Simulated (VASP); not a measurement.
Level of theory: PBE GGA, VASP's PBE PAW potentials (set 64) (plane waves; VASP).

VASP input:

**KPOINTS**
```
Automatic mesh
0
Gamma
1 1 1
0 0 0
```

### INCAR
```
SYSTEM = Be26S28
PREC = Normal
ENCUT = 400
EDIFF = 1E-5
NELM = 100
ALGO = Fast
LREAL = Auto
LASPH = .TRUE.
ISMEAR = 0
SIGMA = 0.05
GGA = PE
LWAVE = .FALSE.
LCHARG = .FALSE.
NELMIN = 4
ISYM = 0
IBRION = 2
ISIF = 2
NSW = 60
EDIFFG = -0.03
```

POSCAR:
```
Be26S28
1
    0.0000000000     7.3161344556     7.3161344556
    7.3161344556     0.0000000000     7.3161344556
    7.3161344556     7.3161344556     0.0000000000
Be S
26 28
Direct
  0.0000000000   0.0000000000   0.0000000000
  1.0000000000   1.0000000000   0.3333330000
  1.0000000000   1.0000000000   0.6666670000
  0.0000000000   0.3333330000   0.0000000000
  1.0000000000   0.3333330000   0.3333330000
  1.0000000000   0.3333330000   0.6666670000
  0.0000000000   0.6666670000   0.0000000000
  1.0000000000   0.6666670000   0.3333330000
  1.0000000000   0.6666670000   0.6666670000
  0.3333330000   0.0000000000   0.0000000000
  0.3333330000   1.0000000000   0.3333330000
  0.3333330000   1.0000000000   0.6666670000
  0.3333330000   0.3333330000   0.0000000000
  0.3333330000   0.3333330000   0.3333330000
  0.3333330000   0.6666670000   0.0000000000
  0.3333330000   0.6666670000   0.3333330000
  0.3333330000   0.6666670000   0.6666670000
  0.6666670000   0.0000000000   0.0000000000
  0.6666670000   1.0000000000   0.3333330000
  0.6666670000   1.0000000000   0.6666670000
  0.6666670000   0.3333330000   0.0000000000
  0.6666670000   0.3333330000   0.3333330000
  0.6666670000   0.3333330000   0.6666670000
  0.6666670000   0.6666670000   0.0000000000
  0.6666670000   0.6666670000   0.3333330000
  0.6666670000   0.6666670000   0.6666670000
  0.2500000000   0.2500000000   0.2500000000
  0.2518250000   0.2468710000   0.5800240000
  0.2441960000   0.2524250000   0.9200770000
  0.2500000000   0.5833330000   0.2500000000
  0.2540510000   0.5788830000   0.5841580000
  0.2500000000   0.5833330000   0.9166670000
  0.2500000000   0.9166670000   0.2500000000
  0.2500000000   0.9166670000   0.5833330000
  0.2500000000   0.9166670000   0.9166670000
  0.5833330000   0.2500000000   0.2500000000
  0.5839500000   0.2528060000   0.5760000000
  0.5833330000   0.2500000000   0.9166670000
  0.5833330000   0.5833330000   0.2500000000
  0.5833330000   0.5833330000   0.5833330000
  0.3309110000   0.3319180000   0.6639990000
  0.5833330000   0.5833330000   0.9166670000
  0.5833330000   0.9166670000   0.2500000000
  0.5833330000   0.9166670000   0.5833330000
  0.5833330000   0.9166670000   0.9166670000
  0.9166670000   0.2500000000   0.2500000000
  0.9166670000   0.2500000000   0.5833330000
  0.9166670000   0.2500000000   0.9166670000
  0.9166670000   0.5833330000   0.2500000000
  0.9166670000   0.5833330000   0.5833330000
  0.9166670000   0.5833330000   0.9166670000
  0.9166670000   0.9166670000   0.2500000000
  0.9166670000   0.9166670000   0.5833330000
  0.9166670000   0.9166670000   0.9166670000
```

POTCAR, in this order: Be S (PBE.64 set). Program: vasp_gam.

Output of the run:

File OSZICAR:
```
...
RMM:   5    -0.259735562686E+03   -0.11132E-03   -0.17650E-03   276   0.962E-02    0.867E-02
RMM:   6    -0.259735505579E+03    0.57107E-04   -0.31445E-04   291   0.477E-02    0.425E-02
RMM:   7    -0.259735496655E+03    0.89242E-05   -0.30935E-04   276   0.330E-02    0.283E-02
RMM:   8    -0.259735491303E+03    0.53511E-05   -0.53683E-05   233   0.185E-02
  35 F= -.25973549E+03 E0= -.25973549E+03  d E =-.437039E-01
       N       E                     dE             d eps       ncg     rms          rms(c)
DAV:   1    -0.259743675974E+03   -0.81793E-02   -0.28902E+00   276   0.363E+00    0.133E+00
RMM:   2    -0.259755959048E+03   -0.12283E-01   -0.15080E-01   276   0.996E-01    0.220E-01
RMM:   3    -0.259759015465E+03   -0.30564E-02   -0.31335E-02   298   0.433E-01    0.435E-01
RMM:   4    -0.259758766095E+03    0.24937E-03   -0.28737E-03   277   0.161E-01    0.143E-01
RMM:   5    -0.259758897620E+03   -0.13152E-03   -0.13612E-03   279   0.871E-02    0.983E-02
RMM:   6    -0.259758825722E+03    0.71898E-04   -0.29481E-04   285   0.443E-02    0.342E-02
RMM:   7    -0.259758825629E+03    0.93345E-07   -0.20909E-04   282   0.281E-02    0.145E-02
RMM:   8    -0.259758825748E+03   -0.11945E-06   -0.27256E-05   188   0.151E-02
  36 F= -.25975883E+03 E0= -.25975883E+03  d E =-.233344E-01
       N       E                     dE             d eps       ncg     rms          rms(c)
DAV:   1    -0.259753723398E+03    0.51022E-02   -0.24413E+00   276   0.334E+00    0.121E+00
RMM:   2    -0.259764109823E+03   -0.10386E-01   -0.12733E-01   276   0.915E-01    0.203E-01
RMM:   3    -0.259766665389E+03   -0.25556E-02   -0.26236E-02   296   0.398E-01    0.398E-01
RMM:   4    -0.259766467057E+03    0.19833E-03   -0.24777E-03   278   0.149E-01    0.130E-01
RMM:   5    -0.259766572758E+03   -0.10570E-03   -0.11109E-03   280   0.791E-02    0.869E-02
RMM:   6    -0.259766517918E+03    0.54840E-04   -0.25552E-04   286   0.400E-02    0.292E-02
RMM:   7    -0.259766518866E+03   -0.94736E-06   -0.16173E-04   280   0.249E-02    0.135E-02
RMM:   8    -0.259766518973E+03   -0.10740E-06   -0.20646E-05   172   0.133E-02
  37 F= -.25976652E+03 E0= -.25976652E+03  d E =-.310277E-01
       N       E                     dE             d eps       ncg     rms          rms(c)
DAV:   1    -0.259768266351E+03   -0.17475E-02   -0.21518E+00   292   0.311E+00    0.119E+00
RMM:   2    -0.259778004089E+03   -0.97377E-02   -0.11856E-01   276   0.868E-01    0.191E-01
RMM:   3    -0.259780274285E+03   -0.22702E-02   -0.23263E-02   297   0.378E-01    0.355E-01
RMM:   4    -0.259780061448E+03    0.21284E-03   -0.24015E-03   277   0.143E-01    0.102E-01
RMM:   5    -0.259780144823E+03   -0.83375E-04   -0.88154E-04   290   0.717E-02    0.583E-02
RMM:   6    -0.259780103740E+03    0.41083E-04   -0.23623E-04   285   0.351E-02    0.191E-02
RMM:   7    -0.259780109372E+03   -0.56326E-05   -0.81473E-05   260   0.200E-02
  38 F= -.25978011E+03 E0= -.25978011E+03  d E =-.135904E-01
       N       E                     dE             d eps       ncg     rms          rms(c)
DAV:   1    -0.259779874962E+03    0.22878E-03   -0.53410E-01   296   0.155E+00    0.591E-01
RMM:   2    -0.259782293822E+03   -0.24189E-02   -0.29376E-02   276   0.433E-01    0.947E-02
RMM:   3    -0.259782856922E+03   -0.56310E-03   -0.57664E-03   297   0.189E-01    0.176E-01
RMM:   4    -0.259782805033E+03    0.51889E-04   -0.59684E-04   277   0.716E-02    0.503E-02
RMM:   5    -0.259782825741E+03   -0.20708E-04   -0.21749E-04   288   0.358E-02    0.291E-02
RMM:   6    -0.259782815789E+03    0.99525E-05   -0.57898E-05   231   0.176E-02
  39 F= -.25978282E+03 E0= -.25978282E+03  d E =-.162968E-01
       N       E                     dE             d eps       ncg     rms          rms(c)
DAV:   1    -0.259782594663E+03    0.23108E-03   -0.10307E-01   312   0.680E-01    0.263E-01
RMM:   2    -0.259783071073E+03   -0.47641E-03   -0.57349E-03   276   0.191E-01    0.418E-02
RMM:   3    -0.259783180183E+03   -0.10911E-03   -0.11153E-03   297   0.829E-02    0.785E-02
RMM:   4    -0.259783170086E+03    0.10097E-04   -0.11619E-04   270   0.315E-02    0.225E-02
RMM:   5    -0.259783173991E+03   -0.39054E-05   -0.40890E-05   209   0.156E-02
  40 F= -.25978317E+03 E0= -.25978317E+03  d E =-.166550E-01
       N       E                     dE             d eps       ncg     rms          rms(c)
DAV:   1    -0.259779497288E+03    0.36728E-02   -0.25439E+00   276   0.331E+00    0.134E+00
RMM:   2    -0.259790138222E+03   -0.10641E-01   -0.14056E-01   276   0.929E-01    0.225E-01
RMM:   3    -0.259792633625E+03   -0.24954E-02   -0.27059E-02   296   0.404E-01    0.366E-01
RMM:   4    -0.259792434728E+03    0.19890E-03   -0.27581E-03   280   0.153E-01    0.173E-01
RMM:   5    -0.259792479993E+03   -0.45265E-04   -0.13335E-03   276   0.847E-02    0.613E-02
RMM:   6    -0.259792436883E+03    0.43110E-04   -0.26870E-04   284   0.430E-02    0.256E-02
RMM:   7    -0.259792441741E+03   -0.48580E-05   -0.11025E-04   270   0.218E-02    0.181E-02
RMM:   8    -0.259792442284E+03   -0.54293E-06   -0.15577E-05   171   0.105E-02
  41 F= -.25979244E+03 E0= -.25979244E+03  d E =-.926829E-02
       N       E                     dE             d eps       ncg     rms          rms(c)
DAV:   1    -0.259791172832E+03    0.12689E-02   -0.39970E-01   292   0.131E+00    0.528E-01
RMM:   2    -0.259792857400E+03   -0.16846E-02   -0.22156E-02   276   0.369E-01    0.891E-02
RMM:   3    -0.259793245142E+03   -0.38774E-03   -0.42381E-03   296   0.160E-01    0.144E-01
RMM:   4    -0.259793213656E+03    0.31486E-04   -0.43325E-04   280   0.605E-02    0.694E-02
RMM:   5    -0.259793220505E+03   -0.68490E-05   -0.21579E-04   275   0.337E-02    0.243E-02
RMM:   6    -0.259793213385E+03    0.71204E-05   -0.41768E-05   210   0.171E-02
  42 F= -.25979321E+03 E0= -.25979321E+03  d E =-.100394E-01
       N       E                     dE             d eps       ncg     rms          rms(c)
DAV:   1    -0.259789412241E+03    0.38083E-02   -0.14035E+00   276   0.245E+00    0.101E+00
RMM:   2    -0.259795377643E+03   -0.59654E-02   -0.79748E-02   276   0.695E-01    0.171E-01
RMM:   3    -0.259796721331E+03   -0.13437E-02   -0.14796E-02   294   0.302E-01    0.266E-01
RMM:   4    -0.259796638593E+03    0.82738E-04   -0.16058E-03   283   0.115E-01    0.145E-01
RMM:   5    -0.259796642815E+03   -0.42226E-05   -0.78378E-04   277   0.640E-02    0.424E-02
RMM:   6    -0.259796626925E+03    0.15890E-04   -0.14627E-04   277   0.315E-02    0.280E-02
RMM:   7    -0.259796627602E+03   -0.67732E-06   -0.64540E-05   237   0.164E-02
  43 F= -.25979663E+03 E0= -.25979663E+03  d E =-.341422E-02
       N       E                     dE             d eps       ncg     rms          rms(c)
DAV:   1    -0.259796573049E+03    0.53877E-04   -0.16868E-02   328   0.270E-01    0.110E-01
RMM:   2    -0.259796645029E+03   -0.71980E-04   -0.97581E-04   276   0.765E-02    0.189E-02
RMM:   3    -0.259796660347E+03   -0.15318E-04   -0.17455E-04   293   0.330E-02    0.284E-02
RMM:   4    -0.259796659169E+03    0.11783E-05   -0.18856E-05   175   0.124E-02
  44 F= -.25979666E+03 E0= -.25979666E+03  d E =-.344578E-02
       N       E                     dE             d eps       ncg     rms          rms(c)
DAV:   1    -0.259796630293E+03    0.30054E-04   -0.24438E-01   292   0.102E+00    0.403E-01
RMM:   2    -0.259797700947E+03   -0.10707E-02   -0.13735E-02   276   0.290E-01    0.630E-02
RMM:   3    -0.259797927768E+03   -0.22682E-03   -0.25332E-03   292   0.126E-01    0.112E-01
RMM:   4    -0.259797911921E+03    0.15847E-04   -0.29178E-04   283   0.483E-02    0.494E-02
RMM:   5    -0.259797916900E+03   -0.49798E-05   -0.11171E-04   270   0.249E-02    0.176E-02
RMM:   6    -0.259797914262E+03    0.26382E-05   -0.23413E-05   176   0.128E-02
  45 F= -.25979791E+03 E0= -.25979791E+03  d E =-.125509E-02
```

**OUTCAR**
```
------------------------ aborting loop because EDIFF is reached ----------------------------------------
  FORCE on cell =-STRESS in cart. coord.  units (eV):
  Direction    XX          YY          ZZ          XY          YZ          ZX
  --------------------------------------------------------------------------------------
  Total       18.0434433     17.8535414     17.6648835      0.8410305     -1.7573716     -1.1212682
  in kB       36.9109286     36.5224520     36.1365202      1.7204707     -3.5950022     -2.2937446
  external PRESSURE =      36.5233003 kB  Pullay stress =       0.0000000 kB
  volume of cell :      783.20
      direct lattice vectors                 reciprocal lattice vectors
     0.000000000  7.316134456  7.316134456    -0.068342101  0.068342101  0.068342101
     7.316134456  0.000000000  7.316134456     0.068342101 -0.068342101  0.068342101
     7.316134456  7.316134456  0.000000000     0.068342101  0.068342101 -0.068342101
  FREE ENERGIE OF THE ION-ELECTRON SYSTEM (eV)
  ---------------------------------------------------
  free  energy   TOTEN  =      -259.7979142622 eV

  energy  without entropy=     -259.7979142622  energy(sigma->0) =     -259.79791426

 reached required accuracy - stopping structural energy minimisation
```
(Selected blocks of OUTCAR.)

**CONTCAR**
```
Be26S28
   1.00000000000000
     0.0000000000000000    7.3161344556000003    7.3161344556000003
     7.3161344556000003    0.0000000000000000    7.3161344556000003
     7.3161344556000003    7.3161344556000003    0.0000000000000000
  Be              S
    26    28
Direct
     0.9998919118719778    0.9987344877607666    0.0022357431925240
     0.0007851489736533    0.0016076280894592    0.3326341113982788
     0.9976076683073740    0.0001153929325779    0.6720722764134790
     0.0061857605999489    0.3294467770574482    0.0014258446740087
     0.0010043879455001    0.3322620118300066    0.3327471401966597
     0.9933106239806117    0.3333230076533548    0.6722621786264832
     0.9993945413519510    0.6653052413536800    0.0015930929797484
     0.9990744214515361    0.6659500917930643    0.3347480840035784
     0.9905571204660562    0.6716274468214471    0.6720278180646740
     0.3295121240355363    0.0057186937189034    0.0020794988817225
     0.3322148124482072    0.0015337240325474    0.3325737210272584
     0.3340427323395362    0.9918136589204166    0.6730606845912243
     0.3296890416072365    0.3293843397411954    0.0014210131600500
     0.3344891161175667    0.3334775356308547    0.3270204549991922
     0.3315209367748773    0.6659948441628527    0.0016159764726269
     0.3325846451450664    0.6724477976739004    0.3280699507388652
     0.3312730937916400    0.6715190032116998    0.6716592914749995
     0.6659183821832901    0.9981421099876032    0.0023283757525062
     0.6668339622854025    0.9977134536144626    0.3351407995654603
     0.6685232355377175    0.9907893718200347    0.6732132775820038
     0.6675424001221083    0.3299340433544044    0.0011440477047701
     0.6718467254751851    0.3325555739221607    0.3274818728077502
     0.6684881879672752    0.3320257926578645    0.6719292806960138
     0.6664171205462892    0.6653433915068023    0.0021351331972139
     0.6661757335606618    0.6653142449192737    0.3348628621613951
     0.6653215325219554    0.6632272912163063    0.6710569846203448
     0.2500988404513937    0.2502793664944630    0.2487548494924248
     0.2406509678350745    0.2377724098544942    0.5726921475496737
     0.2447792340299936    0.2441283759684470    0.9332799195906301
     0.2484140965908602    0.5830586915856689    0.2516679728343091
     0.2338935036541231    0.6239727575039312    0.5724678937004473
     0.2488276955057230    0.5822819058648487    0.9185049891751207
     0.2499346862195810    0.9183772794727812    0.2488809150853210
     0.2463646932085436    0.9200701195492702    0.5847202429637792
     0.2492855008995656    0.9156978323327393    0.9196440714385652
     0.5838948607868355    0.2472953894919809    0.2511914175262878
     0.6175640289154277    0.2354309457702911    0.5728645586515049
     0.5825169782832003    0.2476917320860757    0.9186872603753882
     0.5825709982476855    0.5823837668520142    0.2520556409602003
     0.5812080827956856    0.5814473213184292    0.5861469961138284
     0.3605089138348841    0.3628870513338929    0.5830643845558034
     0.5823069627229613    0.5804863444082380    0.9201011384288855
     0.5822832301453855    0.9148999007291934    0.2530033342478106
     0.5830548052751368    0.9135251547507757    0.5868333709756387
     0.5821347767645518    0.9149146404968513    0.9199352526045101
     0.9177487867623332    0.2503247563972883    0.2487543589594194
     0.9169240146957650    0.2486198122706414    0.5849780356131078
     0.9172890472852276    0.2482317589586568    0.9188314811157415
     0.9157879293073693    0.5821203548090341    0.2523320909800082
     0.9159422909189858    0.5825011102279479    0.5859954173377512
     0.9159284985523621    0.5821452479081042    0.9188265568355670
     0.9163143857905207    0.9154510530519344    0.2528936098312733
     0.9162095684910211    0.9199181834918653    0.5848058559835132
     0.9156242546216351    0.9150167816370465    0.9204717220906559
```

**OUTCAR**
```
 val. band max:        4.8292854550   @ k =   0.0000   0.0000   0.0000

 cond. band min:       6.5804837972   @ k =   0.0000   0.0000   0.0000


 Fermi energy:         5.0644444235

 k-point     1 :       0.0000    0.0000    0.0000
  band No.  band energies     occupation
      1     -10.4004      2.00000
      2      -9.1947      2.00000
      3      -8.8204      2.00000
      4      -8.7519      2.00000
      5      -8.4342      2.00000
      6      -8.3558      2.00000
      7      -8.3526      2.00000
      8      -8.3402      2.00000
      9      -8.2630      2.00000
     10      -8.1190      2.00000
     11      -8.1133      2.00000
     12      -8.1062      2.00000
     13      -7.9915      2.00000
     14      -7.9904      2.00000
     15      -7.8866      2.00000
     16      -7.6637      2.00000
     17      -7.6364      2.00000
     18      -7.5046      2.00000
     19      -7.4463      2.00000
     20      -7.4410      2.00000
     21      -7.4294      2.00000
     22      -7.4222      2.00000
     23      -7.4173      2.00000
     24      -7.3767      2.00000
     25      -7.3677      2.00000
     26      -7.3610      2.00000
     27      -6.7596      2.00000
     28      -6.0310      2.00000
     29      -1.3108      2.00000
     30      -1.2731      2.00000
     31      -0.7275      2.00000
     32      -0.7246      2.00000
     33      -0.5883      2.00000
     34      -0.5836      2.00000
     35      -0.4101      2.00000
     36      -0.3968      2.00000
     37      -0.3940      2.00000
     38      -0.3915      2.00000
     39      -0.3900      2.00000
     40      -0.3858      2.00000
     41      -0.3535      2.00000
     42      -0.3280      2.00000
     43      -0.3231      2.00000
     44      -0.3154      2.00000
     45      -0.2989      2.00000
     46      -0.2913      2.00000
     47      -0.2306      2.00000
     48      -0.0996      2.00000
     49      -0.0980      2.00000
     50      -0.0331      2.00000
     51       0.0568      2.00000
...
```

The supercell is sampled at Γ alone, which is coarse: total energies, pressure and levels can be off, energies of defects by several tenths of an eV.

The cell is a supercell with a defect, built from a database entry that may be metastable or hypothetical: S_Be. The run is not spin-polarised, so no state with unpaired spins was tried.
